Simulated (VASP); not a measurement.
Output of a VASP run:

OSZICAR:
```
...
DAV:  10    -0.128285290001E+02   -0.15640E-03   -0.20946E-03  1729   0.484E-01    0.429E-01
DAV:  11    -0.128284387963E+02    0.90204E-04   -0.18158E-04  1965   0.139E-01    0.453E-02
DAV:  12    -0.128284362477E+02    0.25486E-05   -0.28915E-05  1990   0.538E-02    0.196E-02
DAV:  13    -0.128284370677E+02   -0.82001E-06   -0.46603E-06  1831   0.224E-02
   1 F= -.12828437E+02 E0= -.12829626E+02  d E =-.128284E+02
       N       E                     dE             d eps       ncg     rms          rms(c)
DAV:   1    -0.129111615296E+02   -0.82725E-01   -0.20300E+00  2079   0.107E+01    0.187E+00
DAV:   2    -0.128480933937E+02    0.63068E-01   -0.18761E-01  2080   0.312E+00    0.968E-01
DAV:   3    -0.128285710422E+02    0.19522E-01   -0.16152E-01  2829   0.235E+00    0.715E-01
DAV:   4    -0.128300155489E+02   -0.14445E-02   -0.11967E-02  2102   0.650E-01    0.393E-01
DAV:   5    -0.128324409238E+02   -0.24254E-02   -0.18281E-03  2522   0.233E-01    0.154E-01
DAV:   6    -0.128330679197E+02   -0.62700E-03   -0.74275E-04  2238   0.163E-01    0.299E-02
DAV:   7    -0.128331341423E+02   -0.66223E-04   -0.16452E-04  2641   0.537E-02    0.146E-02
DAV:   8    -0.128331370105E+02   -0.28682E-05   -0.98319E-06  2474   0.175E-02    0.788E-03
DAV:   9    -0.128331369573E+02    0.53232E-07   -0.49585E-07   889   0.571E-03
   2 F= -.12833137E+02 E0= -.12834315E+02  d E =-.469989E-02
       N       E                     dE             d eps       ncg     rms          rms(c)
DAV:   1    -0.128331745846E+02   -0.37574E-04   -0.10071E-03  2100   0.239E-01    0.420E-02
DAV:   2    -0.128331436085E+02    0.30976E-04   -0.99796E-05  2113   0.706E-02    0.214E-02
DAV:   3    -0.128331348910E+02    0.87176E-05   -0.84771E-05  2829   0.533E-02    0.167E-02
DAV:   4    -0.128331350348E+02   -0.14385E-06   -0.57854E-06  1462   0.140E-02
   3 F= -.12833135E+02 E0= -.12834316E+02  d E =-.469797E-02
       N       E                     dE             d eps       ncg     rms          rms(c)
DAV:   1    -0.128364677462E+02   -0.33329E-02   -0.12922E-01  1680   0.286E+00    0.331E-01
DAV:   2    -0.128343795961E+02    0.20882E-02   -0.60915E-03  1803   0.579E-01    0.174E-01
DAV:   3    -0.128335798390E+02    0.79976E-03   -0.45778E-03  2385   0.433E-01    0.110E-01
DAV:   4    -0.128336064313E+02   -0.26592E-04   -0.25152E-04  2023   0.104E-01    0.744E-02
DAV:   5    -0.128336429068E+02   -0.36476E-04   -0.64628E-05  2287   0.528E-02    0.268E-02
DAV:   6    -0.128336452000E+02   -0.22932E-05   -0.12249E-05  1806   0.303E-02    0.147E-02
DAV:   7    -0.128336441487E+02    0.10513E-05   -0.51173E-06  1623   0.171E-02    0.117E-03
DAV:   8    -0.128336443094E+02   -0.16068E-06   -0.56742E-07   854   0.594E-03
   4 F= -.12833644E+02 E0= -.12834834E+02  d E =-.509275E-03
       N       E                     dE             d eps       ncg     rms          rms(c)
DAV:   1    -0.128340356790E+02   -0.39153E-03   -0.15663E-02  1680   0.997E-01    0.115E-01
DAV:   2    -0.128337832898E+02    0.25239E-03   -0.73133E-04  1810   0.201E-01    0.607E-02
DAV:   3    -0.128336870752E+02    0.96215E-04   -0.54479E-04  2353   0.150E-01    0.379E-02
DAV:   4    -0.128336895432E+02   -0.24680E-05   -0.30644E-05  2047   0.360E-02    0.257E-02
DAV:   5    -0.128336925291E+02   -0.29860E-05   -0.70275E-06  1816   0.177E-02    0.918E-03
DAV:   6    -0.128336923717E+02    0.15742E-06   -0.14970E-06   910   0.120E-02
   5 F= -.12833692E+02 E0= -.12834877E+02  d E =-.557337E-03
```

### OUTCAR
```
------------------------ aborting loop because EDIFF is reached ----------------------------------------
  FORCE on cell =-STRESS in cart. coord.  units (eV):
  Direction    XX          YY          ZZ          XY          YZ          ZX
  --------------------------------------------------------------------------------------
  Total        0.0113960      0.0113960     -0.0153448     -0.0000000      0.0000000      0.0000000
  in kB        0.2809146      0.2809146     -0.3782543     -0.0000000      0.0000000      0.0000000
  external PRESSURE =       0.0611916 kB  Pullay stress =       0.0000000 kB
  volume of cell :       65.00
      direct lattice vectors                 reciprocal lattice vectors
     1.825282951 -3.161483085 -0.000000000     0.273930132 -0.158153622 -0.000000000
     1.825282951  3.161483085  0.000000000     0.273930132  0.158153622  0.000000000
     0.000000000 -0.000000000  5.631665495    -0.000000000 -0.000000000  0.177567365
 POSITION                                       TOTAL-FORCE (eV/Angst)
 -----------------------------------------------------------------------------------
      1.82528      1.05383      1.40792         0.000000     -0.000000      0.000000
      1.82528     -1.05383      4.22375        -0.000000      0.000000     -0.000000
 -----------------------------------------------------------------------------------
    total drift:                                0.000000      0.000517     -0.000010
  FREE ENERGIE OF THE ION-ELECTRON SYSTEM (eV)
  ---------------------------------------------------
  free  energy   TOTEN  =       -12.8336923717 eV

  energy  without entropy=      -12.8372470055  energy(sigma->0) =      -12.83487725

 reached required accuracy - stopping structural energy minimisation
```
(Selected blocks of OUTCAR.)

File POSCAR:
```
Y
1
    1.8250000000    -3.1609930000     0.0000000000
    1.8250000000     3.1609930000     0.0000000000
    0.0000000000     0.0000000000     5.7300000000
Y
2
Direct
  0.3333330000   0.6666670000   0.2500000000
  0.6666670000   0.3333330000   0.7500000000
```

Q: Write an INCAR and KPOINTS that could have produced this output.

A: One answer among several that fit: the input of the run itself, PW91 GGA, plane waves, VASP's PBE PAW potentials (set 64).

INCAR:
```
SYSTEM = Y
PREC = Accurate
ENCUT = 520
EDIFF = 1E-6
NELM = 100
ALGO = Normal
LREAL = .FALSE.
LASPH = .TRUE.
ISMEAR = 1
SIGMA = 0.1
GGA = 91
LMAXMIX = 4
LWAVE = .FALSE.
LCHARG = .FALSE.
IBRION = 2
ISIF = 3
NSW = 60
EDIFFG = -0.01
```

**KPOINTS**
```
Automatic
0
Gamma
10 10 6
```

POTCAR, in this order: Y_sv (PBE.64 set). Program: vasp_std.

The compound is Y in the hcp structure. This run relaxes it. Symmetry was kept, so distortions that lower it aren't found.
